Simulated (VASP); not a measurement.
Output of a VASP run:

### OSZICAR
```
       N       E                     dE             d eps       ncg     rms          rms(c)
DAV:   1     0.363725420450E+03    0.36373E+03   -0.16941E+04  1928   0.167E+03
DAV:   2    -0.163222644107E+01   -0.36536E+03   -0.35791E+03  1920   0.376E+02
DAV:   3    -0.313484636752E+02   -0.29716E+02   -0.28972E+02  2488   0.148E+02
DAV:   4    -0.322360552544E+02   -0.88759E+00   -0.88360E+00  2992   0.272E+01
DAV:   5    -0.322441109870E+02   -0.80557E-02   -0.80541E-02  2896   0.285E+00    0.184E+01
DAV:   6    -0.304365917673E+02    0.18075E+01   -0.75104E+01  2464   0.169E+02    0.114E+01
DAV:   7    -0.272378817059E+02    0.31987E+01   -0.15848E+01  2264   0.965E+01    0.265E+00
DAV:   8    -0.273003304287E+02   -0.62449E-01   -0.24297E+00  2848   0.381E+01    0.179E+00
DAV:   9    -0.273017915481E+02   -0.14611E-02   -0.40274E-01  3088   0.171E+01    0.154E+00
DAV:  10    -0.272566698167E+02    0.45122E-01   -0.11394E-01  2640   0.678E+00    0.473E-01
DAV:  11    -0.272537396508E+02    0.29302E-02   -0.25079E-02  3088   0.192E+00    0.125E-01
DAV:  12    -0.272537221126E+02    0.17538E-04   -0.28761E-03  3072   0.666E-01    0.487E-02
DAV:  13    -0.272537611548E+02   -0.39042E-04   -0.16225E-04  3136   0.187E-01    0.494E-02
DAV:  14    -0.272536966745E+02    0.64480E-04   -0.21388E-04  2616   0.304E-01    0.116E-02
DAV:  15    -0.272537001103E+02   -0.34358E-05   -0.61392E-05  3040   0.823E-02    0.621E-03
DAV:  16    -0.272536988996E+02    0.12107E-05   -0.19570E-06  1568   0.166E-02    0.465E-03
DAV:  17    -0.272536985611E+02    0.33845E-06   -0.23893E-06  1464   0.284E-02
   1 F= -.27253699E+02 E0= -.27222744E+02  d E =-.619099E-01
```

OUTCAR:
```
------------------------ aborting loop because EDIFF is reached ----------------------------------------
  FORCE on cell =-STRESS in cart. coord.  units (eV):
  Direction    XX          YY          ZZ          XY          YZ          ZX
  --------------------------------------------------------------------------------------
  Total        4.7361480      4.7361480      5.2453882      0.0000000      0.0000000      0.0000000
  in kB       99.1864952     99.1864952    109.8512282      0.0000000      0.0000000      0.0000000
  external PRESSURE =     102.7414062 kB  Pullay stress =       0.0000000 kB
  volume of cell :       76.50
      direct lattice vectors                 reciprocal lattice vectors
     3.661857000  0.000000000  0.000000000     0.273085486  0.000000000  0.000000000
     0.000000000  3.661857000  0.000000000     0.000000000  0.273085486  0.000000000
     0.000000000  0.000000000  5.705327000     0.000000000  0.000000000  0.175274791
 POSITION                                       TOTAL-FORCE (eV/Angst)
 -----------------------------------------------------------------------------------
      1.83093      1.83093      0.00000         0.000000      0.000000      0.000000
      0.00000      0.00000      0.00000         0.000000     -0.000000      0.000000
      1.83093      0.00000      1.71137         0.000000      0.000000      0.127295
      0.00000      1.83093      3.99396         0.000000      0.000000     -0.127295
      1.83093      0.00000      4.06796         0.000000      0.000000     -0.477494
      0.00000      1.83093      1.63737         0.000000      0.000000      0.477494
 -----------------------------------------------------------------------------------
    total drift:                                0.000000     -0.000000     -0.000000
  FREE ENERGIE OF THE ION-ELECTRON SYSTEM (eV)
  ---------------------------------------------------
  free  energy   TOTEN  =       -27.2536985611 eV

  energy  without entropy=      -27.1917887007  energy(sigma->0) =      -27.22274363
```
(Selected blocks of OUTCAR.)

POSCAR:
```
Cu2As
1
    3.6618570000     0.0000000000     0.0000000000
    0.0000000000     3.6618570000     0.0000000000
    0.0000000000     0.0000000000     5.7053270000
Cu As
4 2
Direct
  0.5000000000   0.5000000000   0.0000000000
  0.0000000000   0.0000000000   0.0000000000
  0.5000000000   0.0000000000   0.2999600000
  0.0000000000   0.5000000000   0.7000400000
  0.5000000000   0.0000000000   0.7130100000
  0.0000000000   0.5000000000   0.2869900000
```

Task: Write an INCAR and KPOINTS that could have produced this output.

Result: One answer among several that fit: the input of the run itself, PBEsol GGA, plane waves, VASP's PBE PAW potentials (set 64).

**KPOINTS**
```
Automatic mesh
0
Gamma
7 7 5
0 0 0
```

### INCAR
```
ALGO=Normal
EDIFF=1E-6
ENCUT=300
GGA=PS
ISIF=2
ISMEAR=-1
LASPH=.True.
LCHARG=.False.
LMAXMIX=4
LREAL=.False.
LWAVE=.False.
NELM=100
PREC=Accurate
SIGMA=0.1
SYSTEM=Cu2As
```

POTCAR, in this order: Cu As (PBE.64 set). Program: vasp_std.

At this cut-off the stress carries a Pulay error, which pulls relaxed volumes low.

The structure comes from a computed database's Cu2As entry (P4/nmm); how it stands against other phases isn't given here. The cell was not relaxed at this level, and its volume differs by -5.9 % from the start's.
